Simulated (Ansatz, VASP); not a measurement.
# MoS2 in two plane-wave programs, part 2 of 2

One calculation is typed for both programs; each brings its own data sets. How far apart do they land? The cell is taken from a series of runs on this material, whose earlier steps may have relaxed, scaled, displaced or heated it; both programs get it as it stands.

VASP 6.6.1 and Ansatz 0.2.0.

So far: The starting structure; VASP: single point, PBE0.

### Step 3. Ansatz: single point, PBE0

Level of this step: Ansatz beside VASP: Kohn-Sham DFT, plane waves, PBE0 (Ansatz).

Ansatz runs on its default PAW (the set named soft_2) files.

The same cell, functional and mesh now go to Ansatz.

Contents of input.yaml:

```yaml
crystal:
  lattice:
    - [3.1685766777, 0.0, 0.0]
    - [-1.5842883388, 2.7440678967, 0.0]
    - [0.0, 0.0, 12.667349595]
  atoms:
    - { symbol: Mo, position: [0.3333333333, 0.6666666667, 0.25] }
    - { symbol: Mo, position: [0.6666666667, 0.3333333333, 0.75] }
    - { symbol: S, position: [0.3333333333, 0.6666666667, 0.6265070953] }
    - { symbol: S, position: [0.6666666667, 0.3333333333, 0.1265070953] }
    - { symbol: S, position: [0.3333333333, 0.6666666667, 0.8734929047] }
    - { symbol: S, position: [0.6666666667, 0.3333333333, 0.3734929047] }
kpoints:
  mp_grid: { grid: [6, 6, 2] }
  band_path:
    path:
      - [0.0, 0.0, 0.0]
      - [0.5, 0.0, 0.0]
      - [0.33333333, 0.33333333, 0.0]
      - [0.0, 0.0, 0.5]
      - [0.5, 0.0, 0.5]
      - [0.33333333, 0.33333333, 0.5]
      - [0.1666666667, 0.1666666667, 0.0]
    npoints: 1
hamiltonian:
  xc: pbe0
scf:
  occupations: { method: fixed }
  n_extra_bands: 6
output:
  eigenvalues: true
basis:
  ecutwfc: 550.0
```

Started as:

```
$ ansatz run input.yaml --threads 3 --pin off --max-ram 92160MiB --backend cuda --devices 1 --max-vram 13GiB --events-out ev --progress --plain --runs-dir out
```

Numbers of over 12 decimals in the logs are rounded to 6 here.

Log:

```text
scf.n_extra_bands = 6 over 26 filled bands (N_el = 52.0): the run solves 32 bands
GPUs: using 1 of 1 available (devices: 1).
Engine: ansatz 0.2.0, x86_64-unknown-linux-gnu
Pseudopotentials: kind: paw
Pseudopotential: Mo, paw, valence charge 14, recommended cutoff 420 eV (normal), Mo.paw.azcp
Pseudopotential: S, paw, valence charge 6, recommended cutoff 420 eV (normal), S.paw.azcp
Functional definition: PBE0
  parameter a = 0.25
  parameter kappa = 0.804
  parameter beta = 0.066725
  exchange = (1 - a)*pbe_x(kappa = kappa, mu = beta*pi^2/3) + a*exact_x
  correlation = pbe_c(beta = beta)
davidson cushion auto → on  (no smearing: the cushion is to keep the highest requested band from converging to the state above it; pin scf.eigensolver.cushion to override)
device memory: the entry about to start is reckoned to put 1.3 GiB on a device that reports 53.3 GiB free (of which the cap on the GPU budget leaves the run 13.0 GiB)
GPU FFT provider: cuFFT
GPU libraries: cuBLAS 13.8.2, cuFFT 12.4.0, cuSOLVER 12.3.4
Crystal: 6 atoms, lattice volume = 110.140 Å³
Basis set: ecut = 550 eV, 3157 PW (Γ)
Bands: 32, of which v1, the nominal top of the filled ones, is band 26 counted from 1 (25 counted from 0)
Symmetry: 24 space group operations
Space group: P63/mmc (ITA 194), of the structure as read, at distance tolerance 4.8e-5 Å
k-points: 14 of 72
Non-local potential: Mo, projectors of the file, l = 0: 3, l = 1: 2, l = 2: 2, l = 3: 1
Non-local potential: S, projectors of the file, l = 0: 2, l = 1: 2, l = 2: 2
PAW form: soft (Blöchl's): semilocal exchange-correlation on the pseudo side does not see the compensation charge
PAW frozen core: Mo, regenerated for the run's functional, and the local potential with it (the file was generated under x = pbe(κ = 0.804, μ = 0.219515), c = pbe(β = 0.066725))
PAW frozen core: S, regenerated for the run's functional, and the local potential with it (the file was generated under x = pbe(κ = 0.804, μ = 0.219515), c = pbe(β = 0.066725))
PAW one-centre angular grid: Mo, 590 points (default); XC on 64 Gauss nodes
PAW one-centre angular grid: S, 110 points (default); XC on 64 Gauss nodes
Initial density: superposition of atomic densities (neutral atoms: chi_scale 0, normalization atom), corrected by the library's trained network
Initial wavefunctions: pseudopotential atomic-orbital guess
GPU buffer pool allocated for 62500 grid points (all kernels)
GPU transforms: local potential and band sums: pruned to the plane-wave sphere, on 25×25×100
Functional: x = pbe(κ = 0.804, μ = 0.219515), c = pbe(β = 0.066725), warm-up for x = 0.75 pbe(κ = 0.804, μ = 0.219515) + 0.25 exact, c = pbe(β = 0.066725)
SCF iter   1: F=—  HF=-13525.566514 eV  |F-HF|=—  |Δ(HF+E_count)|=         —  Δρ=5.50e-3  dr2=7.26e-3  ethr=1.77e-3  ⟨swp⟩=6.1  Hψ=1947  notcnv=0
preconditioner: auto → none  [insulator: Δε(μ)=1.029 eV  Ē_g=7.742 eV  n_scr=26 (ndim 8)  ℏωp=21.2 eV  f_vac=0.026]
SCF iter   2: F=—  HF=-13525.577065 eV  |F-HF|=—  |Δ(HF+E_count)|=   1.06e-2  Δρ=2.84e-3  dr2=1.96e-3  ethr=1.40e-5  ⟨swp⟩=4.3  Hψ=1480  notcnv=0
SCF iter   3: F=—  HF=-13525.582241 eV  |F-HF|=—  |Δ(HF+E_count)|=   5.18e-3  Δρ=1.49e-3  dr2=6.53e-3  ethr=3.78e-6  ⟨swp⟩=3.8  Hψ=1348  notcnv=0  recentre
SCF iter   4: F=—  HF=-13525.581378 eV  |F-HF|=—  |Δ(HF+E_count)|=   8.63e-4  Δρ=3.39e-4  dr2=3.98e-4  ethr=3.78e-6  ⟨swp⟩=3.5  Hψ=1183  notcnv=0
iter 5 solved again at ethr=1.22e-8 eV; its pass at ethr=7.64e-7 eV (dr2=6.36e-6 eV) is discarded
SCF iter   5: F=-13525.581339 eV  HF=-13525.581336 eV  |F-HF|=2.36e-6  |Δ(HF+E_count)|=   4.20e-5  Δρ=8.67e-5  dr2=4.87e-6  ethr=1.22e-8  ⟨swp⟩=4.0  Hψ=2330  notcnv=0
eigensolver tolerance schedule: the retry pair's looser diagonalisation over-reported the residual by 0.31 of it (diagonalisation noise at 0.31 of the residual, at the tolerance the schedule requests for it); recorded, not acted on — ethr = c·dr2/N_el stays at c = 1.0e-1
SCF 1 stopped early in 5 iterations: F = -13525.581339 eV  dr2 = 4.87e-6
  greatest PAW one-centre occupation: 0.998 electrons in one spin orbital (limit 2), on the Mo atom at site 0 (counted from 0), in its partial waves of l = 0
device memory: the entry about to start is reckoned to put 1.9 GiB (of the 2.0 GiB reckoned in all, the device holds 0.1 GiB already) on a device that reports 52.4 GiB free (of which the cap on the GPU budget leaves the run 12.9 GiB)
GPU FFT provider: cuFFT
GPU libraries: cuBLAS 13.8.2, cuFFT 12.4.0, cuSOLVER 12.3.4
Initial density: handed on by an earlier stage of this run
Initial wavefunctions: those handed on with the density
GPU buffer pool allocated for 62500 grid points (all kernels)
GPU transforms: local potential and band sums: pruned to the plane-wave sphere, on 25×25×100
Functional: x = 0.75 pbe(κ = 0.804, μ = 0.219515) + 0.25 exact, c = pbe(β = 0.066725)
Exchange kernel: α = 0.2500, full range, Wigner–Seitz truncation, v(0) = 13502.7567 eV·Å³, q-mesh 6×6×2, nearest image of the exchange supercell L = 19.01 Å, pair-density grid 18×18×64, without the augmentation charges, whose exchange is taken in its separable form by FFT convolution over the k-point mesh (sized by the pseudopotential files, 24×24×100 at the most), smooth part of the exact exchange by density-matrix convolution in up to 4.71 GiB of GPU memory as planned if the GPU has room (build and FFT work areas not counted)
Frozen-core exchange: fock
SCF iter   1: F=—  HF=-13531.613500 eV  |F-HF|=—  |Δ(HF+E_count)|=         —  Δρ=1.13e-2  dr2=2.86e-1  ethr=9.37e-8  ⟨swp⟩=7.6  Hψ=2680  notcnv=0
preconditioner: auto → none  [insulator: Δε(μ)=2.205 eV  Ē_g=9.974 eV  n_scr=26 (ndim 8)  ℏωp=21.2 eV  f_vac=0.023]
SCF iter   2: F=—  HF=-13531.650019 eV  |F-HF|=—  |Δ(HF+E_count)|=   3.65e-2  Δρ=1.23e-2  dr2=5.64e-1  ethr=9.37e-8  ⟨swp⟩=7.1  Hψ=2610  notcnv=0
SCF iter   3: F=—  HF=-13531.556121 eV  |F-HF|=—  |Δ(HF+E_count)|=   9.39e-2  Δρ=3.01e-3  dr2=2.62e-2  ethr=9.37e-8  ⟨swp⟩=6.4  Hψ=2313  notcnv=0
SCF iter   4: F=—  HF=-13531.573609 eV  |F-HF|=—  |Δ(HF+E_count)|=   1.75e-2  Δρ=1.39e-3  dr2=1.96e-3  ethr=9.37e-8  ⟨swp⟩=5.1  Hψ=1940  notcnv=0
SCF iter   5: F=—  HF=-13531.573040 eV  |F-HF|=—  |Δ(HF+E_count)|=   5.69e-4  Δρ=4.04e-4  dr2=6.42e-4  ethr=9.37e-8  ⟨swp⟩=4.1  Hψ=1698  notcnv=0
SCF iter   6: F=—  HF=-13531.576164 eV  |F-HF|=—  |Δ(HF+E_count)|=   3.12e-3  Δρ=9.50e-4  dr2=2.59e-3  ethr=9.37e-8  ⟨swp⟩=4.2  Hψ=1604  notcnv=0
SCF iter   7: F=—  HF=-13531.575680 eV  |F-HF|=—  |Δ(HF+E_count)|=   4.85e-4  Δρ=4.71e-5  dr2=3.47e-5  ethr=9.37e-8  ⟨swp⟩=4.0  Hψ=1634  notcnv=0
SCF iter   8: F=—  HF=-13531.575853 eV  |F-HF|=—  |Δ(HF+E_count)|=   1.73e-4  Δρ=1.85e-4  dr2=7.49e-5  ethr=1.14e-8  ⟨swp⟩=4.0  Hψ=1522  notcnv=0
SCF iter   9: F=-13531.575838 eV  HF=-13531.575838 eV  |F-HF|=4.21e-8  |Δ(HF+E_count)|=   1.46e-5  Δρ=1.38e-5  dr2=1.83e-6  ethr=1.14e-8  ⟨swp⟩=4.0  Hψ=1492  notcnv=0
SCF 2 stopped early in 9 iterations: F = -13531.575838 eV  dr2 = 1.83e-6
hybrid outer 1: dexx = +3.188e-2 eV, tail = 2.79e-5 eV
GPU FFT provider: cuFFT
GPU libraries: cuBLAS 13.8.2, cuFFT 12.4.0, cuSOLVER 12.3.4
GPU buffer pool allocated for 62500 grid points (all kernels)
GPU transforms: local potential and band sums: pruned to the plane-wave sphere, on 25×25×100
Exchange kernel: α = 0.2500, full range, Wigner–Seitz truncation, v(0) = 13502.7567 eV·Å³, q-mesh 6×6×2, nearest image of the exchange supercell L = 19.01 Å, pair-density grid 18×18×64, without the augmentation charges, whose exchange is taken in its separable form by FFT convolution over the k-point mesh (sized by the pseudopotential files, 24×24×100 at the most), smooth part of the exact exchange by density-matrix convolution in up to 4.71 GiB of GPU memory as planned if the GPU has room (build and FFT work areas not counted)
Frozen-core exchange: fock
SCF iter   1: F=—  HF=-13531.575831 eV  |F-HF|=—  |Δ(HF+E_count)|=         —  Δρ=5.02e-5  dr2=2.03e-6  ethr=2.68e-7  ⟨swp⟩=3.0  Hψ=1108  notcnv=0
preconditioner: auto → none  [insulator: Δε(μ)=2.282 eV  Ē_g=9.859 eV  n_scr=26 (ndim 8)  ℏωp=21.2 eV  f_vac=0.023]
SCF iter   2: F=—  HF=-13531.575832 eV  |F-HF|=—  |Δ(HF+E_count)|=   1.32e-6  Δρ=2.44e-5  dr2=7.03e-7  ethr=3.13e-9  ⟨swp⟩=3.3  Hψ=1222  notcnv=0
iter 3 solved again at ethr=2.34e-11 eV; its pass at ethr=1.05e-9 eV (dr2=1.22e-8 eV) is discarded
SCF iter   3: F=-13531.575832 eV  HF=-13531.575832 eV  |F-HF|=7.32e-9  |Δ(HF+E_count)|=   1.01e-7  Δρ=8.12e-6  dr2=4.77e-8  ethr=2.34e-11  ⟨swp⟩=3.0  Hψ=2182  notcnv=0
SCF 3 converged in 3 iterations: F = -13531.575832 eV  dr2 = 4.77e-8
  greatest PAW one-centre occupation: 0.998 electrons in one spin orbital (limit 2), on the Mo atom at site 1 (counted from 0), in its partial waves of l = 0
hybrid outer 2: dexx = +2.460e-6 eV, tail = 1.12e-7 eV, Δε = 9.46e-4 eV (about 5.91e-5 eV left of the loop's levels)
device memory: the entry about to start is reckoned to put 0.7 GiB on a device that reports 48.6 GiB free (of which the cap on the GPU budget leaves the run 13.0 GiB)
NSCF: frozen V_eff on 7 k-points
hybrid SCF converged: 2 outer / 12 inner (+5 warm-up), last move |dexx| = 2.46e-6 eV, tail = 1.12e-7 eV
Stability not checked: this state was not tested for a lower state beside it, because the functional holds exact exchange (a hybrid, or Hartree-Fock), whose exchange loop this test does not read (fock_operator; see scf.lower_state_search)
Free energy (F): -13531.575832 eV
Frozen-core exchange: fock
Harris-Foulkes:  -13531.575832 eV  (|F-HF|=7.32e-9)
Internal energy: -13531.575832 eV  (E = F + TS)
E sigma→0 (E₀):  -13531.575832 eV
Fermi energy:    9.629742 eV
--- Per-component energies (eV) ---
  E_band       = -447.397750
  E_kinetic    = 1307.087695
  E_local      = -4147.058486  (includes V_loc(G=0)·N_el)
  E_nonlocal   = 393.775640
  E_hartree    = 1607.667051
  E_xc         = -583.688437
  E_vxc        = -625.584597  (∫ρ·V_xc dr)
  E_exx        = -150.118384  (= α·E_x^exact, valence–valence)
  E_paw        = -8829.482407  (= ΣΔE_a)
  E_vpaw       = -290.716746  (= ΣTr[D̂ρ^β])
  E_aug_tail   = 0.000013  (compensation charges beyond the density's cutoff)
  E_ewald      = -3128.545093
  E_core_change = -1.213425  (= ΣΔE_core)
  E_smearing   = -0.000000  (= −TS)
  E_closure    = -0.000000  (closes the sum)
  Σ components = -13531.575832   (vs F -13531.575832, Δ=0.00e0)
--- Band table (eV; the first three rows and the last of 14) ---
  k-point 0: bands = [... 22 lower, 7.3831, 8.0432, 8.4894, 9.6297, 13.2739, 13.2739, 13.2998, 13.2998, ... 2 higher]
  k-point 1: bands = [... 22 lower, 7.3652, 7.3652, 9.3081, 9.3081, 13.2805, 13.2805, 13.2805, 13.2805, ... 2 higher]
  k-point 2: bands = [... 22 lower, 7.4035, 8.2269, 8.4081, 8.8687, 12.5484, 12.9904, 13.0255, 13.1130, ... 2 higher]
  k-point 13: bands = [... 22 lower, 6.4136, 6.4136, 9.0483, 9.0483, 11.9210, 11.9210, 13.5417, 13.5417, ... 2 higher]
```

### Step 4. Side by side

Known differences besides the potentials themselves: exact exchange at q = 0 is treated differently, which shows on coarse meshes; VASP keeps PBE cores, Ansatz makes them for the functional; fixed occupations in Ansatz, narrow Gaussian smearing in VASP; the cutoff is 550 eV in Ansatz and 400 eV in VASP; VASP takes a coarser grid for exact exchange (PRECFOCK = Fast). Total energies have different zeros and are not compared.

Both answers:

```csv
quantity,Ansatz,VASP,difference
gap on the k mesh (eV),2.282,2.314,-0.031
```

A gap on the mesh is an upper bound, since the band edges may lie between its points.

### Step 5. Results

```yaml
difference_in_gap_on_the_k_mesh_single_point_pbe0: -0.031 eV
```

What this shows: The difference in gap on the k mesh is -0.031 eV (single point, PBE0), within the 0.08 eV picked in this series as the mark of a large difference. Such differences can come from data sets, numerical settings and the points named under the comparisons, not from the functional's error against experiment.

[Lines on the potential files, build, host, timing and source positions are cut from VASP's logs without a mark.]

[Logs are printed without paths, hosts, clocks, repeated set-up lines and the standing remarks that a program may print on its own settings, such as how far it seeks lower states.]

[Hosts, paths, dates, database ids (printed as entryN), source tags and the programs' standing remarks are cut or masked in the printed files.]
